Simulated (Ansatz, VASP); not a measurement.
# Cross-check of RbNbS3 between VASP and Ansatz, part 3 of 3

One calculation is typed for both programs; each brings its own data sets. How far apart do they land? The cell is generated by rule, not measured, and may not be a known phase. The cell is taken from a series of runs on this material, whose earlier steps may have relaxed, scaled, displaced or heated it; both programs get it as it stands.

VASP 6.6.1 and Ansatz 0.2.0.

So far: The structure; Ansatz: relaxation of cell and atoms, PBE, pair 1; VASP: relaxation of cell and atoms, PBE, pair 1; Differences; VASP: relaxation of cell and atoms, PBE, pair 2; Ansatz: relaxation of cell and atoms, PBE, pair 2.

## Step 8: VASP: relaxation of cell and atoms, PBE, pair 3

Level of this step: PBE; plane waves and PAW (Rb_sv, Nb_sv, S); invented cell (VASP).

The relaxed volume is the usual yardstick between codes: in a stiff, nearly cubic crystal its relative difference is about their pressure difference at one cell divided by the bulk modulus.

Input file INCAR:

```
SYSTEM = RbNbS3
PREC = Accurate
ENCUT = 500
EDIFF = 1E-07
NELM = 120
ISMEAR = 1
SIGMA = 0.2
LREAL = .FALSE.
ALGO = Normal
GGA = PE
NBANDS = 50
LASPH = .TRUE.
LORBIT = 11
LWAVE = .FALSE.
LCHARG = .FALSE.
ISIF = 3
IBRION = 2
NSW = 80
EDIFFG = -0.005
GGA_COMPAT = .FALSE.
NELMIN = 4
KPAR = 2
```

Input file POSCAR:

```
RbNbS3
1.0
    4.9016620000      4.9016620000      0.0000000000
    4.9016620000      0.0000000000      4.9016620000
    4.9016620000      0.0000000000     -4.9016620000
Rb Nb S
2 2 6
Direct
    0.0000000000      0.5000000000      0.5000000000
    0.0000000000      0.0000000000      0.0000000000
    0.5000000000      0.2499998980      0.7499998980
    0.5000000000      0.7499998980      0.2499998980
    0.5000000000      0.5040801467      0.4959196493
    0.5000000000      0.9959197513      0.0040802487
    0.9836790052      0.0081604974      0.5081604974
    0.0163209948      0.4918395026      0.9918395026
    0.5000000000      0.9959197513      0.4959197513
    0.5000000000      0.5040802487      0.0040802487
```

Input file KPOINTS:

```
Automatic mesh
0
Gamma
8 8 8
0 0 0
```

Potentials, in the order of the species: Rb_sv, Nb_sv and S (PBE family, release 64).

On the command line:

```
mpirun -np 2 vasp_std
```

Numbers of over 12 decimals in the logs are rounded to 6 here.

What it wrote:

```text
[... set-up lines as in an earlier step ...]
 entering main loop
       N       E                     dE             d eps       ncg     rms          rms(c)
DAV:   1     0.651544539643E+03    0.65154E+03   -0.37955E+04  5932   0.143E+03
DAV:   2    -0.362216705135E+01   -0.65517E+03   -0.63436E+03  8404   0.415E+02
DAV:   3    -0.605122717982E+02   -0.56890E+02   -0.56194E+02  9216   0.113E+02
DAV:   4    -0.640879762520E+02   -0.35757E+01   -0.35640E+01 10040   0.277E+01
[...]
DAV:  15    -0.566003225970E+02   -0.10531E-04   -0.23758E-05  8550   0.248E-02    0.812E-03
DAV:  16    -0.566003221894E+02    0.40762E-06   -0.22715E-06  9110   0.764E-03    0.393E-03
DAV:  17    -0.566003221652E+02    0.24257E-07   -0.37979E-07  6188   0.263E-03
   1 F= -.56600322E+02 E0= -.56605613E+02  d E =-.566003E+02
[...]
2 F= -.56600909E+02 E0= -.56606246E+02  d E =-.586798E-03
[...]
3 F= -.56600936E+02 E0= -.56606266E+02  d E =-.613905E-03
[...]
4 F= -.56601015E+02 E0= -.56606350E+02  d E =-.792288E-04
[...]
5 F= -.56601015E+02 E0= -.56606350E+02  d E =-.793564E-04
[...]
6 F= -.56601022E+02 E0= -.56606353E+02  d E =-.614322E-05
 trial-energy change:   -0.000006  1 .order   -0.000006   -0.000010   -0.000002
 step:   1.2159(harm=  1.2159)  dis= 0.00060  next Energy=   -56.601022 (dE=-0.649E-05)
 reached required accuracy - stopping structural energy minimisation
```

OUTCAR, selected parts (step 8):

```text
  Total        0.0033886      0.0030510      0.0033886      0.0000000     -0.0000000     -0.0000000
  in kB        0.0230115      0.0207188      0.0230115      0.0000000     -0.0000000     -0.0000000
  external PRESSURE =       0.0222473 kB  Pullay stress =       0.0000000 kB

 POSITION                                       TOTAL-FORCE (eV/Angst)
 -----------------------------------------------------------------------------------
      9.79874      4.91440      0.00000        -0.000000      0.000000     -0.000000
      4.89937      4.91440      0.00000        -0.000000     -0.000000      0.000000
      7.34906      2.45720     -2.44969         0.000000      0.000000      0.000000
      7.34906      2.45720      2.44969        -0.000000      0.000000      0.000000
      7.34906      2.45720      0.03972        -0.000000      0.000000      0.002632
      7.34906      2.45720      4.85965         0.000000     -0.000000     -0.002632
      7.34906      4.83381     -2.44969         0.000000     -0.002768     -0.000000
      7.34906      0.08060     -2.44969        -0.000000      0.002768     -0.000000
      9.75903      2.45720      2.44969        -0.002632     -0.000000      0.000000
      4.93909      2.45720      2.44969         0.002632      0.000000     -0.000000
 -----------------------------------------------------------------------------------
    total drift:                                0.004762     -0.000000     -0.000000

  FREE ENERGIE OF THE ION-ELECTRON SYSTEM (eV)
  ---------------------------------------------------
  free  energy   TOTEN  =       -56.6010215695 eV

  energy  without entropy=      -56.6170144499  energy(sigma->0) =      -56.60635253

[... 1 part as in an earlier step ...]

[... 3 further parts left out ...]
[key lines of the parts left out:]
E-fermi :   3.7764
```

## Step 9: Ansatz: relaxation of cell and atoms, PBE, pair 3

The same cell, functional, mesh and smearing now go to Ansatz, which takes its cutoff from its data sets.

The cell is taken from a series of runs on this material, whose earlier steps may have relaxed, scaled, displaced or heated it; both programs get it as it stands.

Input file input.yaml:

```yaml
crystal:
  lattice:
    - [4.9016615543, 4.9016615543, 0.0]
    - [4.9016615543, 0.0, 4.9016615543]
    - [4.9016615543, 0.0, -4.9016615543]
  atoms:
    - { symbol: Rb, position: [0.0, 0.5, 0.5] }
    - { symbol: Rb, position: [0.0, 0.0, 0.0] }
    - { symbol: Nb, position: [0.5, 0.25, 0.75] }
    - { symbol: Nb, position: [0.5, 0.75, 0.25] }
    - { symbol: S, position: [0.5, 0.5040802491, 0.4959197509] }
    - { symbol: S, position: [0.5, -0.0040802491, 0.0040802491] }
    - { symbol: S, position: [-0.0163209963, 0.0081604981, 0.5081604981] }
    - { symbol: S, position: [0.0163209963, 0.4918395019, -0.0081604981] }
    - { symbol: S, position: [0.5, -0.0040802491, 0.4959197509] }
    - { symbol: S, position: [0.5, 0.5040802491, 0.0040802491] }
kpoints:
  mp_grid: { grid: [8, 8, 8] }
hamiltonian:
  xc: pbe
  pseudopotentials: { kind: paw, azcp: { folder: soft_1 } }
scf:
  occupations: { method: methfessel_paxton, width: 0.2 }
output:
  forces: true
  stress: true
  eigenvalues: true
relax:
  adjacent_minimum: "off"
  f_tol: 0.002
  max_steps: 120
  cell: { stress_tol: 0.03 }
```

On the command line:

```
ansatz run input.yaml --threads 4 --pin off --max-ram 16384MiB --backend cpu --events-out ev --progress --plain --runs-dir out
```

What it wrote:

```text
[...]
Crystal: 10 atoms, lattice volume = 235.537 Å³
Basis set: ecut = 420 eV, 4645 PW (Γ), exchange–correlation on 96×96×96 points (8 copies of the dense FFT grid, shifted against one another)
Bands: 50, of which v1, the nominal top of the filled ones, is band 40 counted from 1 (39 counted from 0)
Symmetry: 16 space group operations
[...]
k-points: 59 of 512
[...]
- { symbol: Nb, position: [0.5, 0.25, 0.75] }
    - { symbol: Nb, position: [0.5, 0.750000, 0.250000] }
    - { symbol: S, position: [0.5, 0.504118, 0.495882] }
    - { symbol: S, position: [0.5, -0.00411827, 0.00411827] }
    - { symbol: S, position: [-0.016637, 0.00831848, 0.508318] }
    - { symbol: S, position: [0.016637, 0.491682, -0.00831848] }
    - { symbol: S, position: [0.5, -0.00411827, 0.495882] }
    - { symbol: S, position: [0.5, 0.504118, 0.00411827] }
[key lines of the parts left out:]
SCF converged after 4 iterations
Free energy (F): -21061.365663 eV
Fermi energy:    6.885544 eV
P = ⅓ Tr σ = -0.0003 GPa (-0.003 kbar)
```

## Step 10: Comparison

Both answers:

| quantity | Ansatz | VASP | difference |
| --- | --- | --- | --- |
| volume (Å³) | 236.40 | 235.93 | +0.20 % |
| edge a after relaxation, in the typed setting (Å) | 6.944 | 6.939 | +0.07 % |
| edge b after relaxation, in the typed setting (Å) | 6.933 | 6.929 | +0.06 % |

## Step 11: Outcome

```yaml
difference_in_volume_relaxation_of_cell_and_atoms_pbe_pair_1: 0.19 %
difference_in_volume_relaxation_of_cell_and_atoms_pbe_pair_2: 0.18 %
difference_in_volume_relaxation_of_cell_and_atoms_pbe_pair_3: 0.20 %
```

In words: The difference in volume is 0.20 % (relaxation of cell and atoms, PBE, pair 3), within the 1.2 % picked in this series as the mark of a large difference, as far as the stopping tolerances let one tell. How closely two codes agree says nothing of how well the functional describes the real material.

[Lines on the potential files, build, host, timing and source positions are cut from VASP's logs without a mark.]

[Logs are printed without paths, hosts, clocks, repeated set-up lines and the standing remarks that a program may print on its own settings, such as how far it seeks lower states.]

[Hosts, paths, dates, database ids (printed as entryN), source tags and the programs' standing remarks are cut or masked in the printed files.]
